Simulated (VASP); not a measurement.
Ca2FeO3:

```
CELL_PARAMETERS angstrom
5.24207 0.00000 0.00000
-2.62104 4.53977 0.00000
0.00000 0.00000 3.97579
ATOMIC_POSITIONS crystal
Ca 0.33333 0.66667 0.50000
Ca 0.66667 0.33333 0.50000
Fe 0.00000 0.00000 0.50000
O 0.33333 0.66667 0.00000
O 0.66667 0.33333 0.00000
O 0.00000 0.00000 0.00000
```

The cell was built by a generator and needn't be a form met in nature.

| Quantity | Value |
| --- | --- |
| Program | VASP 6.6.1 |
| Task | relaxation of cell and atoms |
| Functional | PBE |
| Potentials or basis | VASP PAW PBE potentials, release 64 (Ca_sv, Fe, O) |
| Cutoff | 520 eV |
| k mesh | 3 × 3 × 4 |
| Occupations | gaussian, width 0.15 eV |
| Spin | collinear spin, ferromagnetic start |
| Starting moments | [0.0, 0.0, 3.0, 0.0, 0.0, 0.0] μB |

At the start: pressure 10.8 GPa; volume 15.77 Å³/atom.

Q: How do energy, volume and symmetry change on relaxing?

A: Over 10 steps the energy falls by 458.8 meV/atom and the volume is 21.88 Å³/atom (+38.7 %); space group P6/mmm (No. 191, to 0.05 Å); moment 3.30 μB per cell.

Step by step:
```csv
step,energy change (eV),largest force (eV/Å),pressure (GPa),volume (Å³)
1,0.0000,0.0000,10.84,94.62
2,-1.9229,0.0000,1.99,109.83
3,-2.4819,0.0000,-5.10,137.50
4,-2.3502,0.0000,1.53,142.25
5,-2.6892,0.0000,-2.63,139.80
6,-2.7414,0.0000,-0.95,134.86
7,-2.7517,0.0000,0.07,131.80
8,-2.7519,0.0000,0.22,131.49
9,-2.7520,0.0000,-0.38,131.10
10,-2.7525,0.0000,0.15,131.26
```

Final structure:
```
Ca Fe O
1.0
     6.24710    0.00000    0.00000
    -3.12355    5.41015    0.00000
     0.00000    0.00000    3.88365
Ca Fe O
2 1 3
Direct
  0.33333 0.66667 0.50000
  0.66667 0.33333 0.50000
  0.00000 0.00000 0.50000
  0.33333 0.66667 0.00000
  0.66667 0.33333 0.00000
  0.00000 0.00000 0.00000
```

Caveat: the k mesh is coarse (spacing up to 0.46 Å⁻¹), so the values aren't converged; the volume moved by over 15 % at a fixed basis, so the end points are rough; a cell with one magnetic atom can't hold antiferromagnetic order, which such compounds often take; the relaxation stopped at a loose force limit of 0.08 eV/Å, so its end isn't a converged minimum.
